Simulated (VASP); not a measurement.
# Er: magnetic orders, part 2 of 2

Wanted: the lowest of several collinear orders of Er. The start is a cell from a database of measured crystal structures.

VASP 6.6.1, plane waves and PAW; the level of theory is named at each step.

So far. Step 2 (Magnetic order, start order fm, signs ++++): The largest moment at the end is 2.31 μB, and the moments of the cell sum to 9.08 μB.

### Step 3. Magnetic order, start order AFM 1, signs ++--

This step: LDA, spin-polarised, from moments of both signs; plane waves and PAW (Er) (VASP 6.6.1).

INCAR reads:

```
SYSTEM = Er
PREC = Accurate
ENCUT = 420
EDIFF = 1E-06
NELM = 150
ISMEAR = 0
SIGMA = 0.1
LREAL = .FALSE.
ALGO = Normal
GGA = CA
NBANDS = 62
ISPIN = 2
MAGMOM = 3 3 -3 -3
LASPH = .TRUE.
LMAXMIX = 6
AMIX = 0.2
BMIX = 1E-04
AMIX_MAG = 0.8
BMIX_MAG = 1E-04
LORBIT = 11
LWAVE = .FALSE.
LCHARG = .TRUE.
```

POSCAR reads:

```
Er
1.0
    3.5588000000      0.0000000000      0.0000000000
   -1.7794000000      3.0820112070      0.0000000000
    0.0000000000      0.0000000000     11.1748000000
Er
4
Direct
    0.6666666667      0.3333333333      0.3750000000
    0.6666666667      0.3333333333      0.8750000000
    0.3333333333      0.6666666667      0.1250000000
    0.3333333333      0.6666666667      0.6250000000
```

KPOINTS reads:

```
Automatic mesh
0
Gamma
6 6 2
0 0 0
```

PAW data sets: Er (PBE family, release 64).

Run with:

```console
$ mpirun -np 1 vasp_std
```

Log:

```text
[banner, memory and clock lines left out]
running    1 mpi-ranks, on    1 nodes
[...]
[... a notice as in an earlier step ...]

 LDA part: xc-table for (Slater(with rela. corr.)+CA(PZ))
 , standard interpolation
 POSCAR, INCAR and KPOINTS ok, starting setup
[...]
entering main loop
       N       E                     dE             d eps       ncg     rms          rms(c)
DAV:   1     0.120276708193E+04    0.12028E+04   -0.16434E+04  4496   0.675E+03
DAV:   2     0.372469972429E+03   -0.83030E+03   -0.71106E+03  5952   0.142E+03
DAV:   3     0.579928471334E+02   -0.31448E+03   -0.29722E+03  6084   0.404E+02
DAV:   4    -0.224969080583E+01   -0.60243E+02   -0.57561E+02  5952   0.162E+02
[...]
DAV:   8    -0.756250077180E+02   -0.29420E+01   -0.21936E+02  3632   0.531E+02    0.337E+02
DAV:   9    -0.522489302405E+02    0.23376E+02   -0.35129E+01  5912   0.561E+01    0.958E+01
DAV:  10    -0.188560402176E+02    0.33393E+02   -0.19929E+02  4260   0.779E+01    0.774E+01
[... 130 further cycles ...]
DAV: 141    -0.300742054757E+02   -0.32085E+01   -0.10672E+00  4912   0.252E+01    0.575E+01
DAV: 142    -0.303108432702E+02   -0.23664E+00   -0.12955E-01  6736   0.320E+00    0.566E+01
DAV: 143    -0.304911685059E+02   -0.18033E+00   -0.20913E-02  6944   0.129E+00    0.565E+01
DAV: 144    -0.303331266848E+02    0.15804E+00   -0.11493E-02  5952   0.228E+00    0.545E+01
[...]
DAV: 148    -0.345345905737E+02   -0.33703E+01   -0.34205E-01  5240   0.163E+01    0.545E+01
DAV: 149    -0.345420614328E+02   -0.74709E-02   -0.80399E-02  6584   0.275E+00    0.551E+01
DAV: 150    -0.386271919780E+02   -0.40851E+01   -0.30657E-01  4480   0.167E+01
|                                                                             |
|           W    W    AA    RRRRR   N    N  II  N    N   GGGG   !!!           |
|           W    W   A  A   R    R  NN   N  II  NN   N  G    G  !!!           |
|           W    W  A    A  R    R  N N  N  II  N N  N  G       !!!           |
|           W WW W  AAAAAA  RRRRR   N  N N  II  N  N N  G  GGG   !            |
|           WW  WW  A    A  R   R   N   NN  II  N   NN  G    G                |
|           W    W  A    A  R    R  N    N  II  N    N   GGGG   !!!           |
|                                                                             |
|     The electronic self-consistency was not achieved in the given           |
|     number of steps (NELM). The forces and other quantities evaluated       |
|     might not be reliable so examine the results carefully. If you find     |
|     spurious results, we suggest increasing NELM, if you were close to      |
|     convergence or switching to a different ALGO or adjusting the           |
|     density mixing parameters otherwise.                                    |
|                                                                             |

   1 F= -.38627192E+02 E0= -.38559802E+02  d E =-.134781E+00  mag=    -0.0000
```

Run time: 13 min. Hardware: 1 MPI rank of Intel Xeon 6975P-C (Granite Rapids), shared host; peak memory 0.26 GiB.

OUTCAR, selected parts (step 3):

```text
 spin component 1
 k-point     1 :       0.0000    0.0000    0.0000
  band No.  band energies     occupation
    ...
     36       2.6638      1.00000
     37       2.8768      1.00000
     38       2.8785      1.00000
     39       2.8926      0.99999
     40       2.8944      0.99999
     41       3.2553      0.20683
     42       3.2585      0.19398
     43       3.2837      0.11144
     44       3.2870      0.10289
     45       3.6627      0.00000
    ...

 k-point     2 :       0.1667    0.0000    0.0000
  band No.  band energies     occupation
    ...
     37       2.8520      1.00000
     38       2.8613      1.00000
     39       2.8827      1.00000
     40       2.8841      1.00000
     41       3.0809      0.95036
     42       3.2403      0.27233
     43       3.2744      0.13819
     44       3.3063      0.06197
     45       3.3314      0.02910
     46       3.4538      0.00014
    ...

  Total      223.6990499    223.6990499     43.0749798      0.0000000      0.0000000      0.0000000
  in kB     2924.1333046   2924.1333047    563.0644529      0.0000000      0.0000000      0.0000000
  external PRESSURE =    2137.1103541 kB  Pullay stress =       0.0000000 kB

 POSITION                                       TOTAL-FORCE (eV/Angst)
 -----------------------------------------------------------------------------------
      1.77940      1.02734      4.19055         0.000000     -0.000000     -0.000000
      1.77940      1.02734      9.77795         0.000000     -0.000000      0.000000
     -0.00000      2.05467      1.39685        -0.000000     -0.000000     -0.000000
     -0.00000      2.05467      6.98425        -0.000000      0.000000      0.000000
 -----------------------------------------------------------------------------------
    total drift:                               -0.000000      0.000000     -0.000000

  FREE ENERGIE OF THE ION-ELECTRON SYSTEM (eV)
  ---------------------------------------------------
  free  energy   TOTEN  =       -38.6271919780 eV

  energy  without entropy=      -38.4924113940  energy(sigma->0) =      -38.55980169

 magnetization (x)
# of ion       s       p       d       f       tot
--------------------------------------------------
    1        0.007  -0.021   0.097   3.631   3.713
    2        0.007  -0.021   0.097   3.631   3.713
    3       -0.007   0.021  -0.097  -3.631  -3.713
    4       -0.007   0.021  -0.097  -3.631  -3.713
--------------------------------------------------
tot          0.000   0.000  -0.000  -0.000  -0.000

[... 9 parts as in an earlier step ...]

[... 11 further parts left out ...]
[key lines of the parts left out:]
E-fermi :   3.1975
```

The electronic loop did not meet EDIFF within NELM cycles, so this run is left out of the comparison.

### Step 4. Magnetic order, start order AFM 2, signs +-+-

Changes to INCAR since step 3:

```diff
@@ -12,3 +12,3 @@
 ISPIN = 2
-MAGMOM = 3 3 -3 -3
+MAGMOM = 3 -3 3 -3
 LASPH = .TRUE.
@@ -21,2 +21,2 @@
 LWAVE = .FALSE.
-LCHARG = .TRUE.
+LCHARG = .FALSE.
```

POSCAR is that of step 3.

KPOINTS is that of step 3.

Run with:

```console
$ mpirun -np 1 vasp_std
```

Log:

```text
[... set-up lines as in an earlier step ...]
 entering main loop
       N       E                     dE             d eps       ncg     rms          rms(c)
DAV:   1     0.120512742717E+04    0.12051E+04   -0.16432E+04  4518   0.675E+03
DAV:   2     0.369780814927E+03   -0.83535E+03   -0.71780E+03  5912   0.144E+03
DAV:   3     0.579613060182E+02   -0.31182E+03   -0.29421E+03  6026   0.415E+02
DAV:   4    -0.217152402217E+01   -0.60133E+02   -0.57663E+02  5896   0.161E+02
[...]
DAV:  58    -0.212369835840E+02    0.31856E-05   -0.22309E-05  2416   0.155E-01    0.124E-02
DAV:  59    -0.212369878136E+02   -0.42296E-05   -0.55396E-06  3588   0.225E-02    0.784E-03
DAV:  60    -0.212369884338E+02   -0.62016E-06   -0.81271E-07  2216   0.177E-02
   1 F= -.21236988E+02 E0= -.21095100E+02  d E =-.283776E+00  mag=    -0.0000
```

Wall time 5.2 min (1 MPI rank); peak memory 0.24 GiB.

Parts of OUTCAR (step 4):

```text
  Total       -2.6459422     -2.6459422     -1.3020603      0.0000000      0.0000000      0.0000000
  in kB      -34.5870382    -34.5870382    -17.0201791      0.0000000      0.0000000      0.0000000
  external PRESSURE =     -28.7314185 kB  Pullay stress =       0.0000000 kB

 POSITION                                       TOTAL-FORCE (eV/Angst)
 -----------------------------------------------------------------------------------
      1.77940      1.02734      4.19055         0.000000      0.000000     -0.075532
      1.77940      1.02734      9.77795         0.000000      0.000000     -0.075532
     -0.00000      2.05467      1.39685        -0.000000     -0.000000      0.075532
     -0.00000      2.05467      6.98425        -0.000000      0.000000      0.075532
 -----------------------------------------------------------------------------------
    total drift:                               -0.000000      0.000000     -0.000000

  FREE ENERGIE OF THE ION-ELECTRON SYSTEM (eV)
  ---------------------------------------------------
  free  energy   TOTEN  =       -21.2369884338 eV

  energy  without entropy=      -20.9532119511  energy(sigma->0) =      -21.09510019

 magnetization (x)
# of ion       s       p       d       f       tot
--------------------------------------------------
    1        0.003  -0.019   0.010   2.355   2.349
    2       -0.003   0.019  -0.010  -2.355  -2.349
    3        0.003  -0.019   0.010   2.355   2.349
    4       -0.003   0.019  -0.010  -2.355  -2.349
--------------------------------------------------
tot          0.000   0.000   0.000   0.000   0.000

[... 2 parts as in an earlier step ...]

[... 1 further part left out ...]
[key lines of the parts left out:]
E-fermi :   2.0855
```

Spin moment in the PAW sphere by atom:

```tsv
atom	spin moment in the PAW sphere (μB)
Er1	2.35
Er2	-2.35
Er3	2.35
Er4	-2.35
```

The largest moment at the end is 2.35 μB, and the moments of the cell sum to 0.00 μB.

### Step 5. Magnetic order, start order ferri 3, signs +++-

Changes to INCAR since step 4:

```diff
@@ -12,3 +12,3 @@
 ISPIN = 2
-MAGMOM = 3 -3 3 -3
+MAGMOM = 3 3 3 -3
 LASPH = .TRUE.
```

POSCAR is that of step 4.

KPOINTS is that of step 4.

Run with:

```console
$ mpirun -np 1 vasp_std
```

Log:

```text
[... set-up lines as in an earlier step ...]
 entering main loop
       N       E                     dE             d eps       ncg     rms          rms(c)
DAV:   1     0.119928631597E+04    0.11993E+04   -0.16270E+04  4614   0.676E+03
DAV:   2     0.368494615638E+03   -0.83079E+03   -0.70833E+03  5976   0.144E+03
DAV:   3     0.572687449610E+02   -0.31123E+03   -0.29384E+03  6032   0.407E+02
DAV:   4    -0.247469720275E+01   -0.59743E+02   -0.56970E+02  5936   0.161E+02
[...]
DAV:   8    -0.539535421980E+03   -0.43606E+03   -0.22053E+03  5102   0.618E+02    0.832E+02
DAV:   9    -0.605834407495E+03   -0.66299E+02   -0.53270E+02  6938   0.206E+02    0.890E+02
DAV:  10    -0.674264346292E+03   -0.68430E+02   -0.18835E+02  6944   0.111E+02    0.935E+02
[... 130 further cycles ...]
DAV: 141    -0.469194759676E+02   -0.35336E+00   -0.62889E+01  4886   0.150E+02    0.309E+02
DAV: 142    -0.456775551501E+02    0.12419E+01   -0.60552E+00  6448   0.691E+01    0.347E+02
DAV: 143    -0.424143547557E+02    0.32632E+01   -0.39685E+00  6824   0.263E+01    0.353E+02
DAV: 144    -0.403586916642E+02    0.20557E+01   -0.95701E-01  6832   0.133E+01    0.348E+02
[...]
DAV: 148    -0.262868573224E+02    0.22665E+01   -0.16662E+01  6488   0.456E+01    0.228E+02
DAV: 149    -0.271276530467E+02   -0.84080E+00   -0.34165E+00  6808   0.247E+01    0.231E+02
DAV: 150    -0.297920834666E+02   -0.26644E+01   -0.39936E+00  6684   0.257E+01
 [... a notice as in an earlier step ...]

   1 F= -.29792083E+02 E0= -.29734841E+02  d E =-.114485E+00  mag=     4.7704
```

Wall time 17 min (1 MPI rank); peak memory 0.26 GiB.

OUTCAR, selected parts (step 5):

```text
 spin component 1
 k-point     1 :       0.0000    0.0000    0.0000
  band No.  band energies     occupation
    ...
     33       1.3027      1.00000
     34       1.4643      1.00000
     35       2.6273      1.00000
     36       3.0864      0.55905
     37       3.0886      0.54687
     38       3.0971      0.49897
     39       3.0994      0.48606
     40       3.3111      0.00123
     41       3.7270      0.00000
     42       3.7305      0.00000
    ...

 k-point     2 :       0.1667    0.0000    0.0000
  band No.  band energies     occupation
    ...
     35       2.5084      1.00000
     36       2.7962      0.99999
     37       3.0381      0.79728
     38       3.0720      0.63757
     39       3.0933      0.52021
     40       3.1038      0.46127
     41       3.3652      0.00007
     42       3.3701      0.00006
     43       3.5242      0.00000
     44       3.6778      0.00000
    ...

  Total     -140.3747526   -140.3747526   -410.8038960      0.0000000      0.0000000      0.0000000
  in kB    -1834.9406909  -1834.9406909  -5369.9171045      0.0000000      0.0000000      0.0000000
  external PRESSURE =   -3013.2661621 kB  Pullay stress =       0.0000000 kB

 POSITION                                       TOTAL-FORCE (eV/Angst)
 -----------------------------------------------------------------------------------
      1.77940      1.02734      4.19055         0.000000     -0.000000     -1.544476
      1.77940      1.02734      9.77795         0.000000     -0.000000      1.544476
     -0.00000      2.05467      1.39685        -0.000000      0.000000      0.000000
     -0.00000      2.05467      6.98425         0.000000      0.000000     -0.000000
 -----------------------------------------------------------------------------------
    total drift:                                0.001751     -0.001011      0.000000

  FREE ENERGIE OF THE ION-ELECTRON SYSTEM (eV)
  ---------------------------------------------------
  free  energy   TOTEN  =       -29.7920834666 eV

  energy  without entropy=      -29.6775982020  energy(sigma->0) =      -29.73484083

 magnetization (x)
# of ion       s       p       d       f       tot
--------------------------------------------------
    1       -0.004   0.002  -0.064  -3.715  -3.781
    2       -0.004   0.002  -0.064  -3.715  -3.781
    3        0.012  -0.042   0.329   0.170   0.470
    4        0.001   0.000  -0.023  -0.034  -0.057
--------------------------------------------------
tot          0.005  -0.037   0.178  -7.295  -7.149

[... 9 parts as in an earlier step ...]

[... 15 further parts left out ...]
[key lines of the parts left out:]
E-fermi :   3.0969
```

The electronic loop did not meet EDIFF within NELM cycles, so this run is left out of the comparison.

### Step 6. No spin polarisation

This step: LDA, no spin polarisation; plane waves and PAW (Er) (VASP 6.6.1).

A run without spin shows what magnetism as such gains.

INCAR reads:

```
SYSTEM = Er
PREC = Accurate
ENCUT = 420
EDIFF = 1E-06
NELM = 150
ISMEAR = 0
SIGMA = 0.1
LREAL = .FALSE.
ALGO = Normal
GGA = CA
NBANDS = 54
LASPH = .TRUE.
LORBIT = 11
LWAVE = .FALSE.
LCHARG = .FALSE.
AMIX = 0.2
BMIX = 1E-04
AMIX_MAG = 0.8
BMIX_MAG = 1E-04
```

POSCAR is that of step 5.

KPOINTS is that of step 5.

Run with:

```console
$ mpirun -np 1 vasp_std
```

Log:

```text
[... set-up lines as in an earlier step ...]
 entering main loop
       N       E                     dE             d eps       ncg     rms          rms(c)
DAV:   1     0.122145693981E+04    0.12215E+04   -0.18684E+04  1848   0.769E+03
DAV:   2     0.379152923848E+03   -0.84230E+03   -0.78073E+03  2512   0.155E+03
DAV:   3     0.600615489903E+02   -0.31909E+03   -0.30860E+03  2552   0.418E+02
DAV:   4     0.272758263771E+00   -0.59789E+02   -0.57936E+02  2542   0.172E+02
[...]
DAV:   8    -0.233021270072E+02    0.29664E+01   -0.16505E+02  1892   0.106E+02    0.743E+01
DAV:   9    -0.266339744504E+02   -0.33318E+01   -0.22349E+01  2976   0.601E+01    0.748E+01
DAV:  10    -0.262917537712E+02    0.34222E+00   -0.25754E+01  2860   0.866E+01    0.631E+01
[... 130 further cycles ...]
DAV: 141    -0.205238383659E+02    0.98812E+00   -0.51146E+00  1972   0.376E+01    0.478E+00
DAV: 142    -0.214859008770E+02   -0.96206E+00   -0.51537E+00  2036   0.440E+01    0.550E+00
DAV: 143    -0.205115768400E+02    0.97432E+00   -0.51051E+00  1972   0.374E+01    0.494E+00
DAV: 144    -0.214664991169E+02   -0.95492E+00   -0.50921E+00  2028   0.440E+01    0.566E+00
[...]
DAV: 148    -0.214104175279E+02   -0.94373E+00   -0.49195E+00  2036   0.443E+01    0.594E+00
DAV: 149    -0.204306665774E+02    0.97975E+00   -0.46568E+00  1988   0.369E+01    0.553E+00
DAV: 150    -0.213746689034E+02   -0.94400E+00   -0.47527E+00  2052   0.442E+01
 [... a notice as in an earlier step ...]

   1 F= -.21374669E+02 E0= -.21153882E+02  d E =-.441574E+00
```

Elapsed: 6.4 min, on 1 MPI rank; peak memory 0.2 GiB.

OUTCAR, selected parts (step 6):

```text
 k-point     1 :       0.0000    0.0000    0.0000
  band No.  band energies     occupation
    ...
     40       1.8367      1.96816
     41       1.8684      1.91045
     42       1.9167      1.68961
     43       1.9169      1.68865
     44       1.9711      1.19426
     45       2.0467      0.41061
     46       2.0506      0.37995
     47       2.0506      0.37988
     48       2.0546      0.34970
     49       3.7097      0.00000
    ...

  Total        3.4783953      3.4783953    -35.9022869      0.0000000      0.0000000      0.0000000
  in kB       45.4686401     45.4686401   -469.3049563      0.0000000      0.0000000      0.0000000
  external PRESSURE =    -126.1225587 kB  Pullay stress =       0.0000000 kB

 POSITION                                       TOTAL-FORCE (eV/Angst)
 -----------------------------------------------------------------------------------
      1.77940      1.02734      4.19055         0.000000     -0.000000     -0.000000
      1.77940      1.02734      9.77795         0.000000     -0.000000      0.000000
     -0.00000      2.05467      1.39685        -0.000000      0.000000      0.000000
     -0.00000      2.05467      6.98425        -0.000000      0.000000      0.000000
 -----------------------------------------------------------------------------------
    total drift:                               -0.000000      0.000000     -0.000000

  FREE ENERGIE OF THE ION-ELECTRON SYSTEM (eV)
  ---------------------------------------------------
  free  energy   TOTEN  =       -21.3746689034 eV

  energy  without entropy=      -20.9330950144  energy(sigma->0) =      -21.15388196

[... 8 parts as in an earlier step ...]

[... 11 further parts left out ...]
[key lines of the parts left out:]
E-fermi :   1.9885
```

The electronic loop did not meet EDIFF within NELM cycles, so this run is left out of the comparison.

### Step 7. Summary

This step: collinear magnetic orders, LDA; plane waves and PAW (VASP 6.6.1).

No new run; the numbers come from the runs before.

This step gave:

| Property | Result |
| --- | --- |
| mean moment in the lowest run | 2.349 μB |
| constant fitted for the nearest pairs | -9.523 meV |

Orders, by row:

```tsv
order	signs	energy above the lowest (meV/magnetic atom)	total moment (μB)	mean moment on carriers (μB)	gap on the mesh (eV)	signs at the end, of the atoms given a moment
fm	++++	28.57	9.083	2.31	0	++++
afm 2	+-+-	0	0	2.349	0	+-+-
```

E = E0 - sum over pairs, each once, of J e_i.e_j with unit vectors; J > 0 favours parallel moments; fitted to the orders that kept their signs. Exchange, by row:

```tsv
pair	distance, in the start or the relaxed cell (Å)	J (meV)
Er-Er	3.47	-9.523
```

### Step 8. Outcome

```yaml
mean_moment_in_the_lowest_run: 2.35 μB
constant_fitted_for_the_nearest_pairs: -9.52 meV
```

The 4f electrons of Er run in the valence without U or exact exchange, which tends to pin them at the Fermi level with wrong fillings; moments, orders and energies that hang on them are not reliable. The lowest run started as afm 2 and holds 2.35 μB on average over the atoms that were given a moment; the next state, from fm, lies 28.6 meV a magnetic atom higher. It ends with the signs +-+- and a net moment of 0.00 μB a cell: opposed moments that cancel. All states stand under about -2.9 GPa at this cell, which can move the order. The fit has as many unknowns as energies, so it is exact by construction; shells that turn over together are lumped into one constant, and others are left out. On this k mesh the moments and energy differences of a metal are not converged, and no denser mesh was tried, so the order found is tentative. The orders afm 1 and ferri 3 ran without a converged result and may lie lower. No other collinear orders were tried, and their comparison leaves spin-orbit coupling out.

[Lines on the potential files, build, host, timing and source positions are cut from VASP's logs without a mark.]

[Logs are printed without paths, hosts, clocks, repeated set-up lines and the standing remarks that a program may print on its own settings, such as how far it seeks lower states.]

[Hosts, paths, dates, database ids (printed as entryN), source tags and the programs' standing remarks are cut or masked in the printed files.]

[In band tables of VASP the shares of atoms and orbitals are scaled to a sum of 1 inside the atoms' spheres.]

[Runs that stopped without an error message from VASP are left out.]
